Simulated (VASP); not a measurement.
Consider the following.

```
CELL_PARAMETERS angstrom
     -2.11148     2.11148     6.74222
      2.11148    -2.11148     6.74222
      2.11148     2.11148    -6.74222
ATOMIC_POSITIONS crystal
  Ca 0.75000 0.25000 0.50000
  Ca 0.00000 0.00000 0.00000
  Si 0.33482 0.83482 0.50000
  Si 0.58482 0.58482 0.00000
  Si 0.41518 0.41518 0.00000
  Si 0.16518 0.66518 0.50000
```

Calculation: PBEsol GGA, VASP's PBE PAW potentials (set 64) (plane waves; VASP). Numerical set-up: 400 eV cut-off, Gaussian smearing of 0.050 eV, potentials Ca_sv Si.

Q: Estimate the band gap (along the path) with the smallest direct gap where there is one.

A: 
| Quantity | Value |
|---|---|
| band gap (along the path) | none (metal, semimetal or under 0.01 eV) |

Total energies compare only between runs with the same potentials, cut-off and functional.

The structure comes from a computed database's CaSi2 entry (I4_1/amd); how it stands against other phases isn't given here. It was relaxed first.
